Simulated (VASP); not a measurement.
Input:

```xyz
2
Lattice="2.7970 0.0000 0.0000 0.0000 2.7970 0.0000 0.0000 0.0000 2.7970" Properties=species:S:1:pos:R:3 pbc="T T T"
Ru     0.0000     0.0000     0.0000
S      1.3985     1.3985     1.3985
```

Calculation: PBE GGA, VASP's PBE PAW potentials (set 64) (plane waves; VASP). Numerical set-up: EDIFF = 1E-2, 400 eV cut-off, 9×9×9 Γ-centred mesh, Gaussian smearing of 0.050 eV, potentials Ru_pv S.

Q: Give the stress tensor in GPa (positive for a compressed cell).

A: 
```
63.68   0.00   0.00
 0.00  63.68   0.00
 0.00   0.00  63.68
```
The pressure is its mean diagonal, 63.68 GPa.

The structure was generated: RuS was put into the CsCl type (Pm-3m), which need not be its known phase. The cell was not relaxed at this level. The run is one of a series of settings (EDIFF = 1E-2 against the base run), some of them coarse on purpose.
